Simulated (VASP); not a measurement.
**ScS (relaxed from the zinc blende structure, space group F-43m): computed properties**

Method: PBE GGA, VASP's PBE PAW potentials (set 64) (plane waves; VASP).

space group: F-43m (216)
cell: a = b = c = 5.761 Å, α = β = γ = 90.00°
volume per atom: 23.90 Å³/atom
band gap (over mesh and band path): none (metal, semimetal or under 0.01 eV)
density: 2.68 g/cm³

```
CELL_PARAMETERS angstrom
      0.00000     2.88061     2.88061
      2.88061     0.00000     2.88061
      2.88061     2.88061     0.00000
ATOMIC_POSITIONS crystal
  Sc 0.00000 0.00000 0.00000
  S  0.25000 0.25000 0.25000
```

The structure was generated: ScS was put into the zinc blende type (F-43m), which need not be its known phase. It was relaxed first, which changed the volume by -25 %. Symmetry was kept, so distortions that lower it aren't found. The electron count is odd and the run is not spin-polarised, which forces a metal.
